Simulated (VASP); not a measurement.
Output of a VASP run:

### OSZICAR
```
       N       E                     dE             d eps       ncg     rms          rms(c)
DAV:   1    -0.212006402583E+01   -0.21201E+01   -0.80019E+02  1530   0.306E+02
DAV:   2    -0.411076629089E+01   -0.19907E+01   -0.19069E+01  1935   0.299E+01
DAV:   3    -0.412653295797E+01   -0.15767E-01   -0.15757E-01  1885   0.317E+00
DAV:   4    -0.412658658067E+01   -0.53623E-04   -0.53623E-04  1940   0.183E-01
DAV:   5    -0.412658698728E+01   -0.40661E-06   -0.40607E-06  1975   0.134E-02    0.142E+00
DAV:   6    -0.410943548006E+01    0.17152E-01   -0.21225E-03  1715   0.307E-01    0.810E-01
DAV:   7    -0.409784054703E+01    0.11595E-01   -0.58388E-03  1695   0.490E-01    0.171E-01
DAV:   8    -0.409782607241E+01    0.14475E-04   -0.31903E-05  1905   0.586E-02    0.110E-02
DAV:   9    -0.409782533742E+01    0.73499E-06   -0.49501E-07  1755   0.510E-03
   1 F= -.40978253E+01 E0= -.40979376E+01  d E =-.409783E+01
```

### OUTCAR
```
------------------------ aborting loop because EDIFF is reached ----------------------------------------
  FORCE on cell =-STRESS in cart. coord.  units (eV):
  Direction    XX          YY          ZZ          XY          YZ          ZX
  --------------------------------------------------------------------------------------
  Total       -0.0061255     -0.0061255     -0.0061255     -0.0000000     -0.0000000     -0.0000000
  in kB       -0.6058043     -0.6058043     -0.6058043     -0.0000000     -0.0000000     -0.0000000
  external PRESSURE =      -0.6058043 kB  Pullay stress =       0.0000000 kB
  volume of cell :       16.20
      direct lattice vectors                 reciprocal lattice vectors
     0.000000000  2.008303951  2.008303951    -0.248966298  0.248966298  0.248966298
     2.008303951  0.000000000  2.008303951     0.248966298 -0.248966298  0.248966298
     2.008303951  2.008303951  0.000000000     0.248966298  0.248966298 -0.248966298
 POSITION                                       TOTAL-FORCE (eV/Angst)
 -----------------------------------------------------------------------------------
      0.00000      0.00000      0.00000        -0.000000      0.000000      0.000000
 -----------------------------------------------------------------------------------
    total drift:                                0.000000     -0.000000     -0.000000
  FREE ENERGIE OF THE ION-ELECTRON SYSTEM (eV)
  ---------------------------------------------------
  free  energy   TOTEN  =        -4.0978253374 eV

  energy  without entropy=       -4.0981621952  energy(sigma->0) =       -4.09793762

 reached required accuracy - stopping structural energy minimisation
```
(Selected blocks of OUTCAR.)

### POSCAR
```
Al
1
    0.0000000000     2.0083039507     2.0083039507
    2.0083039507    -0.0000000000     2.0083039507
    2.0083039507     2.0083039507     0.0000000000
Al
1
Direct
  0.0000000000   1.0000000000   1.0000000000
```

Reconstruct the remaining input files.

This is not unique; one that fits is the input of the run itself, PBEsol GGA, plane waves, VASP's PBE PAW potentials (set 64).

INCAR:
```
LCHARG = .FALSE.
GGA = PS   # PBEsol
NSW = 40   # most ionic steps
IBRION = 2
LWAVE = .FALSE.
LREAL = .FALSE.   # projection in real space or not
EDIFF = 1E-6
NELM = 100
ALGO = Normal   # blocked Davidson
PREC = Accurate
ISMEAR = 1   # Methfessel-Paxton
SYSTEM = Al
LASPH = .TRUE.
EDIFFG = -0.02
ENCUT = 500   # plane-wave cut-off (eV)
ISIF = 3   # ions, shape and volume
SIGMA = 0.1
```

KPOINTS:
```
Automatic mesh
0
Gamma
16 16 16
0 0 0
```

POTCAR, in this order: Al (PBE.64 set). Program: vasp_std.

The compound is Al in the fcc structure. It was relaxed first.
